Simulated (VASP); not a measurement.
Crystal: Ag.

```
CELL_PARAMETERS angstrom
0.00000 2.04275 2.04275
2.04275 0.00000 2.04275
2.04275 2.04275 0.00000
ATOMIC_POSITIONS crystal
Ag 0.00000 0.00000 0.00000
```

```yaml
Program: VASP 6.6.1
Task: relaxation of cell and atoms
Functional: PBEsol
Potentials_or_basis: VASP PAW PBE potentials, release 64 (Ag)
Cutoff: 600 eV
k_mesh: 16 × 16 × 16
Occupations: methfessel-paxton, width 0.1 eV
Spin: no spin polarisation
```

At the start: pressure -2.8 GPa; volume 17.05 Å³/atom.

**Question.** Where does the relaxation end?

**Answer.** Over 3 steps the energy falls by 3.8 meV/atom and the volume is 16.63 Å³/atom (-2.5 %); space group Fm-3m (No. 225, to 0.05 Å).

The path:
```csv
step,energy change (eV),largest force (eV/Å),pressure (GPa),volume (Å³)
1,0.0000,0.0000,-2.79,17.05
2,-0.0017,0.0000,2.30,16.33
3,-0.0038,0.0000,-0.01,16.63
```

Final structure:
```xyz
1
Lattice="0.0000 2.0258 2.0258 2.0258 0.0000 2.0258 2.0258 2.0258 0.0000" Properties=species:S:1:pos:R:3 pbc="T T T"
Ag    0.0000    0.0000    0.0000
```

Caveat: the PAW data sets were made with another functional, which shifts forces and pressure a little.
